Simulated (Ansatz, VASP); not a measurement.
# KTlIF in two plane-wave programs, part 2 of 2

One calculation is typed for both programs; each brings its own data sets and cutoff. How far apart do they land? The cell is invented: As first built, before any earlier steps moved the atoms (in the runner's words): it takes the KNaICl structure with some of its atoms replaced by other elements, volume scaled by an estimate. It may not be a known or stable phase. The cell is taken from a series of VASP runs on this material, whose earlier steps may have relaxed, scaled or displaced it; both programs get it as it stands.

VASP 6.6.1 and Ansatz 0.2.0.

So far: The structure; VASP: relaxation of cell and atoms, revPBE.

### Step 3. Ansatz: relaxation of cell and atoms, revPBE

Level of this step: Ansatz beside VASP: Kohn-Sham DFT, plane waves, revPBE (Ansatz).

Ansatz runs on its default PAW (the set named soft_2) files.

The same cell, functional, mesh and smearing now go to Ansatz, which takes its cutoff from its data sets.

Input file input.yaml:

```yaml
crystal:
  lattice:
    - [4.7964307763, 0.0, 0.0]
    - [0.0, 4.7964307763, 0.0]
    - [0.0, 0.0, 6.8606655277]
  atoms:
    - { symbol: Tl, position: [0.0, 0.0, 0.0] }
    - { symbol: I, position: [0.5, 0.5, 0.0] }
    - { symbol: K, position: [0.5, 0.5, 0.5] }
    - { symbol: F, position: [0.0, 0.0, 0.5] }
hamiltonian:
  xc: revpbe
  pseudopotentials: { kind: paw }
kpoints:
  mp_grid: { grid: [5, 5, 4] }
scf:
  occupations: { method: fermi_dirac, width: 0.05 }
relax:
  f_tol: 0.01
  max_steps: 60
  cell: { stress_tol: 0.05 }
output:
  forces: true
  stress: true
```

Command:

```bash
$ ansatz run input.yaml --threads 4 --pin off --max-ram 9216MiB --backend cpu --events-out ev --progress --plain --runs-dir out
```

Numbers of over 12 decimals in the logs are rounded to 6 here.

Log:

```text
Engine: ansatz 0.2.0, aarch64-unknown-linux-gnu
Pseudopotentials: kind: paw
Pseudopotential: Tl, paw, valence charge 13, recommended cutoff 420 eV (normal), Tl.paw.azcp
Pseudopotential: I, paw, valence charge 17, recommended cutoff 420 eV (normal), I.paw.azcp
Pseudopotential: K, paw, valence charge 9, recommended cutoff 420 eV (normal), K.paw.azcp
Pseudopotential: F, paw, valence charge 7, recommended cutoff 420 eV (normal), F.paw.azcp
Functional definition: revPBE
  parameter kappa = 1.245
  parameter beta = 0.066725
  exchange = pbe_x(kappa = kappa, mu = beta*pi^2/3)
  correlation = pbe_c(beta = beta)
Crystal: 4 atoms, lattice volume = 157.835 Å³
Basis set: ecut = 420 eV, 3051 PW (Γ), exchange–correlation on 72×72×96 points (8 copies of the dense FFT grid, shifted against one another)
Bands: 28, of which v1, the nominal top of the filled ones, is band 23 counted from 1 (22 counted from 0)
Symmetry: 16 space group operations
Space group: P4/mmm (ITA 123), of the structure as read, at distance tolerance 5.4e-5 Å
k-points: 18 of 100
Non-local potential: Tl, projectors of the file, l = 0: 2, l = 1: 2, l = 2: 2, l = 3: 1
Non-local potential: I, projectors of the file, l = 0: 2, l = 1: 2, l = 2: 2, l = 3: 2
Non-local potential: K, projectors of the file, l = 0: 3, l = 1: 2, l = 2: 2
Non-local potential: F, projectors of the file, l = 0: 2, l = 1: 2, l = 2: 1
PAW form: soft (Blöchl's): semilocal exchange-correlation on the pseudo side does not see the compensation charge
PAW frozen core: Tl, regenerated for the run's functional, and the local potential with it (the file was generated under x = pbe(κ = 0.804, μ = 0.219515), c = pbe(β = 0.066725))
PAW frozen core: I, regenerated for the run's functional, and the local potential with it (the file was generated under x = pbe(κ = 0.804, μ = 0.219515), c = pbe(β = 0.066725))
PAW frozen core: K, regenerated for the run's functional, and the local potential with it (the file was generated under x = pbe(κ = 0.804, μ = 0.219515), c = pbe(β = 0.066725))
PAW frozen core: F, regenerated for the run's functional, and the local potential with it (the file was generated under x = pbe(κ = 0.804, μ = 0.219515), c = pbe(β = 0.066725))
PAW one-centre angular grid: Tl, 590 points (default); XC on 64 Gauss nodes
PAW one-centre angular grid: I, 590 points (default); XC on 64 Gauss nodes
PAW one-centre angular grid: K, 110 points (default); XC on 64 Gauss nodes
PAW one-centre angular grid: F, 110 points (default); XC on 64 Gauss nodes
Initial density: superposition of atomic densities (neutral atoms: chi_scale 0, normalization atom), corrected by the library's trained network
Initial wavefunctions: pseudopotential atomic-orbital guess
Functional: x = revpbe(κ = 1.245, μ = 0.219515), c = pbe(β = 0.066725)
SCF iter   1: F=—  HF=-21328.154936 eV  |F-HF|=—  |Δ(HF+E_count)|=         —  Δρ=1.83e-3  dr2=1.64e-2  ethr=1.77e-3  ⟨swp⟩=8.3  Hψ=2596  notcnv=0
preconditioner: auto → Resta (q_TF=auto, 2.222 Å⁻¹)  ε∞=2.8  [insulator: Δε(μ)=3.064 eV  Ē_g=12.759 eV  σ=0.050 eV  W_gap=1.00  n_scr=28 (ndim 8)  ℏωp=17.2 eV  f_vac=0.227  D(μ)=0.00/eV (n_scr^D=0)  ε∞_Penn≈2.8]
SCF iter   2: F=—  HF=-21328.150355 eV  |F-HF|=—  |Δ(HF+E_count)|=   4.58e-3  Δρ=9.85e-4  dr2=5.62e-3  ethr=3.56e-5  ⟨swp⟩=2.4  Hψ=1054  notcnv=0  defer=16
SCF iter   3: F=—  HF=-21328.149265 eV  |F-HF|=—  |Δ(HF+E_count)|=   1.09e-3  Δρ=5.97e-4  dr2=9.35e-4  ethr=1.22e-5  ⟨swp⟩=2.0  Hψ=678  notcnv=0  defer=18
SCF iter   4: F=—  HF=-21328.149202 eV  |F-HF|=—  |Δ(HF+E_count)|=   6.31e-5  Δρ=6.13e-4  dr2=4.08e-4  ethr=2.03e-6  ⟨swp⟩=2.0  Hψ=792  notcnv=0  defer=18
SCF iter   5: F=—  HF=-21328.149137 eV  |F-HF|=—  |Δ(HF+E_count)|=   6.53e-5  Δρ=1.32e-4  dr2=3.01e-5  ethr=8.87e-7  ⟨swp⟩=2.0  Hψ=790  notcnv=0  defer=18
SCF iter   6: F=—  HF=-21328.149125 eV  |F-HF|=—  |Δ(HF+E_count)|=   1.20e-5  Δρ=2.43e-5  dr2=1.61e-6  ethr=6.54e-8  ⟨swp⟩=2.0  Hψ=797  notcnv=0  defer=18
SCF iter   7: F=—  HF=-21328.149129 eV  |F-HF|=—  |Δ(HF+E_count)|=   3.85e-6  Δρ=7.78e-6  dr2=1.35e-7  ethr=3.50e-9  ⟨swp⟩=2.0  Hψ=785  notcnv=0  defer=18
SCF iter   8: F=-21328.149129 eV  HF=-21328.149129 eV  |F-HF|=1.22e-8  |Δ(HF+E_count)|=   5.31e-7  Δρ=1.91e-6  dr2=4.76e-9  ethr=2.17e-10  ⟨swp⟩=5.0  Hψ=1855  notcnv=0
SCF 1 converged in 8 iterations: F = -21328.149129 eV  dr2 = 4.76e-9
  greatest PAW one-centre occupation: 0.999 electrons in one spin orbital (limit 2), on the I atom at site 1 (counted from 0), in its partial waves of l = 2
relax step   1: F+E_penalty+E_count = -21328.14912932 eV  Δ(F+E_penalty+E_count) = +0.000e0 eV  max|allowed force component| = 1.455e-28 eV/Å  Δτ_max = 0.0000 Å  P = +0.144 GPa  Ω = 157.835 Å³  (8 SCF iters, dr2 threshold 1.00e-7 eV, accepted)
[...]
relax step   2: F+E_penalty+E_count = -21328.14960100 eV  Δ(F+E_penalty+E_count) = -4.717e-4 eV  max|allowed force component| = 2.248e-29 eV/Å  Δτ_max = 0.0000 Å  P = +0.055 GPa  Ω = 158.831 Å³  energy of the carried Pulay correction = -5.129e-4 eV  (6 SCF iters, dr2 threshold 1.17e-7 eV, accepted)
[...]
relax step   3: F+E_penalty+E_count = -21328.14955580 eV  Δ(F+E_penalty+E_count) = +4.520e-5 eV  max|allowed force component| = 5.202e-30 eV/Å  Δτ_max = 0.0000 Å  P = -0.014 GPa  Ω = 159.599 Å³  energy of the carried Pulay correction = -9.074e-4 eV  (6 SCF iters, dr2 threshold 2.55e-8 eV, accepted)
[...]
relax step   4: F+E_penalty+E_count = -21328.15056447 eV  Δ(F+E_penalty+E_count) = -1.009e-3 eV  max|allowed force component| = 6.619e-30 eV/Å  Δτ_max = 0.0000 Å  P = -0.003 GPa  Ω = 159.599 Å³  stress off target by 4.46e-2 GPa  SCF on the basis re-selected at this cell (its energy is not comparable with the rows above)  (7 SCF iters)
basis re-selected at this cell: Δ(F+E_penalty+E_count) = -1.009e-3 eV, ΔP = +0.011 GPa vs the last step (what re-selecting the basis moved, of the pressure what is left beyond the Pulay correction that the steps carried, after the strain that the cell walked since its last selection, with what the two solves' SCF thresholds leave and, on support functions, any second-order correction that the steps lacked; it is no m [...]
SCF converged after 7 iterations
Free energy (F): -21328.150564 eV
Harris-Foulkes:  -21328.150564 eV  (|F-HF|=1.24e-10)
Internal energy: -21328.150564 eV  (E = F + TS)
E sigma→0 (E₀):  -21328.150564 eV
Fermi energy:    3.768028 eV
--- Per-component energies (eV) ---
  E_band       = -653.057049
  E_kinetic    = 979.335812
  E_local      = -4951.047275  (includes V_loc(G=0)·N_el)
  E_nonlocal   = 310.771033
  E_hartree    = 2162.433104
  E_xc         = -576.356796
  E_vxc        = -538.517957  (∫ρ·V_xc dr)
  E_paw        = -15980.328986  (= ΣΔE_a)
  E_vpaw       = -778.467046  (= ΣTr[D̂ρ^β])
  E_aug_tail   = 0.002095  (compensation charges beyond the density's cutoff)
  E_ewald      = -3272.932925
  E_core_change = -0.026626  (= ΣΔE_core)
  E_smearing   = -0.000000  (= −TS)
  E_closure    = -0.000000  (closes the sum)
  Σ components = -21328.150564   (vs F -21328.150564, Δ=0.00e0)
--- Forces (eV/Å), atoms counted from 1 ---
  atom   1  Tl     0.00000000     0.00000000     0.00000000
  atom   2  I      0.00000000    -0.00000000     0.00000000
  atom   3  K      0.00000000    -0.00000000     0.00000000
  atom   4  F      0.00000000     0.00000000     0.00000000
  max |Σ_I F_I| component: 1.14e-29 eV/Å
--- Stress (GPa, compression-positive) ---
        0.017990       0.000000      -0.000000
        0.000000       0.017990      -0.000000
       -0.000000      -0.000000      -0.044616
  P = ⅓ Tr σ = -0.0029 GPa (-0.029 kbar)
--- Relaxed structure (3 steps of the walk, 3 accepted, 1 SCFs on fresh bases) ---
  F+E_penalty+E_count = -21328.15056447 eV   max|allowed force component| = 6.619e-30 eV/Å   (the final SCF, on the basis selected at the relaxed cell)
  cell:  # Å, volume = 159.5989 Å³
    - [4.825698, 0, 0]
    - [0, 4.825698, 0]
    - [0, 0, 6.853457]
  atoms:
    - { symbol: Tl, position: [0, 0, 0] }
    - { symbol: I, position: [0.5, 0.5, 0] }
    - { symbol: K, position: [0.5, 0.5, 0.500000] }
    - { symbol: F, position: [0, 0, 0.500000] }
```

It took 6.1 s on 4 threads of Arm Neoverse V2, shared host; peak memory 0.51 GiB.

### Step 4. Differences

Known differences besides the potentials themselves: both relaxations stop at a tolerance, which leaves soft axes loose, and VASP keeps its plane-wave basis; the data sets hold 46 valence electrons in Ansatz (default PAW (the set named soft_2) files) and 36 in VASP; the cutoff is 420 eV in Ansatz and 520 eV in VASP; Ansatz makes its cores anew for this functional, VASP keeps those of its PBE data sets; VASP leaves aspherical gradient terms in its spheres out (LASPH is not set), Ansatz keeps them; Ansatz adds a Pulay correction to the stress that steers its cell, VASP none. Total energies have different zeros and are not compared.

Both answers:

```tsv
quantity	Ansatz	VASP	difference
volume (Å³)	159.60	158.64	+0.61 %
edge a after relaxation, in the typed setting (Å)	4.826	4.822	+0.07 %
edge c after relaxation, in the typed setting (Å)	6.854	6.822	+0.47 %
```

The walks stopped with 0.00 GPa left in Ansatz and 0.01 GPa in VASP; each walk ends within a tolerance, so the volume difference is uncertain by about these residues over the bulk modulus, most in soft cells.

### Step 5. What came out

- difference in volume (relaxation of cell and atoms, revPBE): 0.61 %

The difference in volume is 0.61 % (relaxation of cell and atoms, revPBE), within the 1.2 % picked in this series as the mark of a large difference, as far as the stopping tolerances let one tell. Such differences can come from data sets, numerical settings and the points named under the comparisons, not from the functional's error against experiment.

[Lines on the potential files, build, host, timing and source positions are cut from VASP's logs without a mark.]

[Logs are printed without paths, hosts, clocks, repeated set-up lines and the standing remarks that a program may print on its own settings, such as how far it seeks lower states.]

[Hosts, paths, dates, database ids (printed as entryN), source tags and the programs' standing remarks are cut or masked in the printed files.]
